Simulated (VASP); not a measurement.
Output of a VASP run:

OUTCAR:
```
 ion  position               nearest neighbor table
   1  0.667  0.333  0.500-   4 1.87   4 1.87   4 1.87   3 1.88   2 3.07   2 3.07   2 3.07   2 3.07
                             2 3.07   2 3.07
   2  0.333  0.667  1.000-   3 1.87   3 1.87   3 1.87   4 1.88   1 3.07   1 3.07   1 3.07   1 3.07
                             1 3.07   1 3.07
   3  0.667  0.333  0.875-   2 1.87   2 1.87   2 1.87   1 1.88
   4  0.333  0.667  0.375-   1 1.87   1 1.87   1 1.87   2 1.88
  LATTYP: Found a hexagonal cell.
 ALAT       =     3.0584792353
 C/A-ratio  =     1.6402564962
 Subroutine PRICEL returns:
 Original cell was already a primitive cell.
 Subroutine GETGRP returns: Found 12 space group operations
The static configuration has the point symmetry C_3v.
 The point group associated with its full space group is C_6v.
The dynamic configuration has the point symmetry C_3v.
 Subroutine INISYM returns: Found 12 space group operations
 Subroutine IBZKPT returns following result:
 Found     36 irreducible k-points:

 Following reciprocal coordinates:
            Coordinates               Weight
  0.000000  0.000000  0.000000      1.000000
  0.111111  0.000000  0.000000      6.000000
  0.222222  0.000000  0.000000      6.000000
  0.333333  0.000000  0.000000      6.000000
  0.444444  0.000000  0.000000      6.000000
  0.111111  0.111111  0.000000      6.000000
  0.222222  0.111111  0.000000     12.000000
  0.333333  0.111111  0.000000     12.000000
  0.444444  0.111111  0.000000      6.000000
  0.222222  0.222222  0.000000      6.000000
  0.333333  0.222222  0.000000     12.000000
  0.333333  0.333333  0.000000      2.000000
  0.000000  0.000000  0.200000      2.000000
  0.111111  0.000000  0.200000     12.000000
  0.222222  0.000000  0.200000     12.000000
  0.333333  0.000000  0.200000     12.000000
  0.444444  0.000000  0.200000     12.000000
  0.111111  0.111111  0.200000     12.000000
  0.222222  0.111111  0.200000     24.000000
  0.333333  0.111111  0.200000     24.000000
  0.444444  0.111111  0.200000     12.000000
  0.222222  0.222222  0.200000     12.000000
  0.333333  0.222222  0.200000     24.000000
  0.333333  0.333333  0.200000      4.000000
  0.000000  0.000000  0.400000      2.000000
  0.111111  0.000000  0.400000     12.000000
  0.222222  0.000000  0.400000     12.000000
  0.333333  0.000000  0.400000     12.000000
  0.444444  0.000000  0.400000     12.000000
  0.111111  0.111111  0.400000     12.000000
  0.222222  0.111111  0.400000     24.000000
  0.333333  0.111111  0.400000     24.000000
  0.444444  0.111111  0.400000     12.000000
  0.222222  0.222222  0.400000     12.000000
  0.333333  0.222222  0.400000     24.000000
  0.333333  0.333333  0.400000      4.000000
   k-points           NKPTS =     36   k-points in BZ     NKDIM =     36   number of bands    NBANDS=     12
   number of dos      NEDOS =    601   number of ions     NIONS =      4
   total plane-waves  NPLWV =  23040
   dimension x,y,z NGX =    24 NGY =   24 NGZ =   40
   dimension x,y,z NGXF=    48 NGYF=   48 NGZF=   80
   ions per type =               2   2
   PREC   = accura    normal or accurate (medium, high low for compatibility)
   ISTART =      0    job   : 0-new  1-cont  2-samecut
   ICHARG =      2    charge: 1-file 2-atom 10-const
   ISPIN  =      1    spin polarized calculation?
   LNONCOLLINEAR =      F non collinear calculations
   LSORBIT =      F    spin-orbit coupling
   INIWAV =      1    electr: 0-lowe 1-rand  2-diag
   ENCUT  =  520.0 eV  38.22 Ry    6.18 a.u.   5.69  5.69  9.33*2*pi/ulx,y,z
   NELM   =    100;   NELMIN=  2; NELMDL= -5     # of ELM steps
   EDIFF  = 0.1E-06   stopping-criterion for ELM
   LREAL  =      F    real-space projection
   NLSPLINE    = F    spline interpolate recip. space projectors
   LMAXMIX     =    2 max onsite mixed and CHGCAR
   VOSKOWN=      0    Vosko Wilk Nusair interpolation
   EDIFFG = 0.1E-05   stopping-criterion for IOM
   NSW    =      0    number of steps for IOM
...
```

**OSZICAR**
```
       N       E                     dE             d eps       ncg     rms          rms(c)
DAV:   1     0.307157242908E+02    0.30716E+02   -0.75020E+03   864   0.120E+03
DAV:   2    -0.344826472666E+02   -0.65198E+02   -0.60971E+02  1252   0.187E+02
DAV:   3    -0.374375666398E+02   -0.29549E+01   -0.29382E+01  1116   0.399E+01
DAV:   4    -0.374723621515E+02   -0.34796E-01   -0.34762E-01  1100   0.521E+00
DAV:   5    -0.374729487857E+02   -0.58663E-03   -0.58657E-03  1096   0.645E-01    0.131E+01
DAV:   6    -0.334593971438E+02    0.40136E+01   -0.11929E+01  1060   0.220E+01    0.601E+00
DAV:   7    -0.333175709253E+02    0.14183E+00   -0.99839E-01  1108   0.674E+00    0.246E+00
DAV:   8    -0.332794687564E+02    0.38102E-01   -0.59197E-02  1016   0.174E+00    0.649E-01
DAV:   9    -0.332754852849E+02    0.39835E-02   -0.70283E-03  1076   0.637E-01    0.128E-01
DAV:  10    -0.332755243631E+02   -0.39078E-04   -0.43018E-04  1036   0.162E-01    0.629E-02
DAV:  11    -0.332755249371E+02   -0.57394E-06   -0.17800E-05  1096   0.383E-02    0.175E-02
DAV:  12    -0.332755236165E+02    0.13206E-05   -0.27337E-06  1048   0.110E-02    0.488E-03
DAV:  13    -0.332755235662E+02    0.50301E-07   -0.60700E-07  1080   0.477E-03
   1 F= -.33275524E+02 E0= -.33275524E+02  d E =0.000000E+00
```

### OUTCAR
```
------------------------ aborting loop because EDIFF is reached ----------------------------------------
  FORCE on cell =-STRESS in cart. coord.  units (eV):
  Direction    XX          YY          ZZ          XY          YZ          ZX
  --------------------------------------------------------------------------------------
  Total       -0.0180685     -0.0180685      0.0811364     -0.0000000     -0.0000000      0.0000000
  in kB       -0.7123188     -0.7123187      3.1986522     -0.0000000     -0.0000000      0.0000000
  external PRESSURE =       0.5913383 kB  Pullay stress =       0.0000000 kB
  volume of cell :       40.64
      direct lattice vectors                 reciprocal lattice vectors
     1.529239721 -2.648720655  0.000000000     0.326959857 -0.188770378  0.000000000
     1.529239721  2.648720655  0.000000000     0.326959857  0.188770378  0.000000000
     0.000000000  0.000000000  5.016690434     0.000000000  0.000000000  0.199334604
  FREE ENERGIE OF THE ION-ELECTRON SYSTEM (eV)
  ---------------------------------------------------
  free  energy   TOTEN  =       -33.2755235662 eV

  energy  without entropy=      -33.2755235662  energy(sigma->0) =      -33.27552357

 total charge

# of ion       s       p       d       tot
------------------------------------------
    1        0.716   0.991   0.000   1.707
    2        0.716   0.991   0.000   1.707
    3        0.830   1.729   0.000   2.560
    4        0.830   1.729   0.000   2.560
--------------------------------------------------
tot          3.092   5.441   0.000   8.534
```
(Selected blocks of OUTCAR.)

POSCAR:
```
SiC
1
    1.5292397209    -2.6487206551     0.0000000000
    1.5292397209     2.6487206551    -0.0000000000
   -0.0000000000     0.0000000000     5.0166904341
Si C
2 2
Direct
  0.6666670000   0.3333330000   0.4996425423
  0.3333330000   0.6666670000   0.9996425423
  0.6666670000   0.3333330000   0.8753574577
  0.3333330000   0.6666670000   0.3753574577
```

Q: Write an INCAR and KPOINTS that could have produced this output.

A: Several could match; the one computed here: the input of the run itself, LDA (Ceperley-Alder, Perdew-Zunger), plane waves, VASP's LDA PAW potentials (set 64).

**KPOINTS**
```
Automatic mesh
0
Gamma
9 9 5
0 0 0
```

INCAR:
```
ALGO = Normal
EDIFF = 1E-7
ENCUT = 520
ISIF = 2
ISMEAR = -5
LASPH = .TRUE.
LCHARG = .TRUE.
LEFG = .TRUE.
LORBIT = 11
LREAL = .FALSE.
LWAVE = .FALSE.
NEDOS = 601
NELM = 100
PREC = Accurate
SYSTEM = SiC
```

POTCAR, in this order: Si C (LDA.64 set). Program: vasp_std.

The compound is SiC in the wurtzite structure, the rare 2H polytype. It was relaxed first.
